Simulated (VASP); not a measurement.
Method: optB88-vdW, VASP's PBE PAW potentials (set 64) (plane waves; VASP).

The input files of a VASP run:

### KPOINTS
```
k-points along high-symmetry lines
10
Line-mode
Reciprocal
  0.000000   0.000000   0.000000 ! GAMMA
  0.000000   0.500000   0.000000 ! X

  0.000000   0.500000   0.000000 ! X
  0.500000   0.500000   0.000000 ! M

  0.500000   0.500000   0.000000 ! M
  0.000000   0.000000   0.000000 ! GAMMA

  0.000000   0.000000   0.000000 ! GAMMA
  0.000000   0.000000   0.500000 ! Z

  0.000000   0.000000   0.500000 ! Z
  0.000000   0.500000   0.500000 ! R

  0.000000   0.500000   0.500000 ! R
  0.500000   0.500000   0.500000 ! A

  0.500000   0.500000   0.500000 ! A
  0.000000   0.000000   0.500000 ! Z

  0.000000   0.500000   0.000000 ! X
  0.000000   0.500000   0.500000 ! R

  0.500000   0.500000   0.000000 ! M
  0.500000   0.500000   0.500000 ! A
```

**INCAR**
```
# general
SYSTEM    =  FePt
PREC      =  Accurate
ENCUT     =  520
LREAL     =  .FALSE.   # projection in real space or not
LASPH     =  .TRUE.   # aspherical one-centre terms
ICHARG    =  11

# electronic loop
EDIFF     =  1E-7
NELM      =  100   # most electronic steps
ALGO      =  Normal
LMAXMIX   =  6   # l cut-off of mixed one-centre charges

# smearing
ISMEAR    =  0   # Gaussian
SIGMA     =  0.05

# functional
GGA       =  BO
LUSE_VDW  =  .TRUE.
AGGAC     =  0.0
PARAM1    =  0.1833333333
PARAM2    =  0.22

# spin
ISPIN     =  2   # spin-polarised
MAGMOM    =  2.9 0.3

# output
LWAVE     =  .FALSE.
LCHARG    =  .FALSE.
LORBIT    =  11   # lm-projected
```

### POSCAR
```
FePt
1.0
  2.7269627012   0.0000000000   0.0000000000
  0.0000000000   2.7269627012   0.0000000000
  0.0000000000   0.0000000000   3.7613177564
Fe Pt
1 1
Cart
  0.0000000000   0.0000000000   3.7613177564
  1.3634813506   1.3634813506   1.8806588782
```

POTCAR, in this order: Fe Pt (PBE.64 set). Program: vasp_std. Read from the step before: CHGCAR.

Output of the run:

### OSZICAR
```
       N       E                     dE             d eps       ncg     rms          rms(c)
DAV:   1     0.989220138529E+02    0.98922E+02   -0.88713E+03  5552   0.134E+03
DAV:   2    -0.537110038171E+01   -0.10429E+03   -0.93214E+02  5603   0.256E+02
DAV:   3    -0.862049255954E+01   -0.32494E+01   -0.31626E+01  6786   0.547E+01
DAV:   4    -0.865508403029E+01   -0.34591E-01   -0.34569E-01  6621   0.480E+00
DAV:   5    -0.865602138630E+01   -0.93736E-03   -0.93729E-03  6930   0.868E-01
DAV:   6    -0.865606842822E+01   -0.47042E-04   -0.47042E-04  7354   0.156E-01
DAV:   7    -0.865606999917E+01   -0.15710E-05   -0.15703E-05  7166   0.277E-02
DAV:   8    -0.865607007723E+01   -0.78061E-07   -0.78771E-07  5968   0.470E-03
   1 F= -.86560701E+01 E0= -.86549178E+01  d E =-.230448E-02  mag=     3.2010
```

### OUTCAR
```



 magnetization (x)

# of ion       s       p       d       tot
------------------------------------------
    1        0.013   0.005   2.905   2.922
    2       -0.016  -0.042   0.436   0.379
--------------------------------------------------
tot         -0.003  -0.037   3.341   3.302
```
(Selected blocks of OUTCAR.)

OUTCAR:
```
 val. band max:        8.6378525339   @ k =   0.0000   0.5000   0.0000

 cond. band min:       8.6491274677   @ k =   0.2222   0.2222   0.5000



 spin component 1

 k-point     1 :       0.0000    0.0000    0.0000
  band No.  band energies     occupation
      1      -1.0112      1.00000
      2       2.2078      1.00000
      3       2.3522      1.00000
      4       5.0580      1.00000
      5       5.0580      1.00000
      6       5.5398      1.00000
      7       6.3989      1.00000
      8       6.5084      1.00000
      9       7.8810      1.00000
     10       8.0152      1.00000
     11       8.0152      1.00000
     12      10.6376      0.00000
     13      17.8439      0.00000
     14      20.1520      0.00000
     15      20.1520      0.00000

 k-point     2 :       0.0000    0.0556    0.0000
  band No.  band energies     occupation
      1      -0.9306      1.00000
      2       2.2538      1.00000
      3       2.4041      1.00000
      4       5.0244      1.00000
      5       5.0806      1.00000
      6       5.5619      1.00000
      7       6.3795      1.00000
      8       6.5077      1.00000
      9       7.7483      1.00000
     10       7.8092      1.00000
     11       7.9948      1.00000
     12      10.9804      0.00000
     13      17.7856      0.00000
     14      19.7194      0.00000
     15      20.3002      0.00000

 k-point     3 :       0.0000    0.1111    0.0000
  band No.  band energies     occupation
      1      -0.6942      1.00000
      2       2.3671      1.00000
      3       2.5779      1.00000
      4       4.9254      1.00000
      5       5.1477      1.00000
      6       5.6193      1.00000
      7       6.3240      1.00000
      8       6.5138      1.00000
      9       7.1919      1.00000
     10       7.6094      1.00000
     11       7.9342      1.00000
     12      11.7671      0.00000
     13      17.4942      0.00000
     14      18.8407      0.00000
...
```

The density is held fixed in this step, so its total energy and stress have no physical meaning. Unless said otherwise, spin-orbit coupling is left out, though it shifts the bands of the heavy elements here.

The compound is FePt in the L1_0 structure. It was relaxed first.
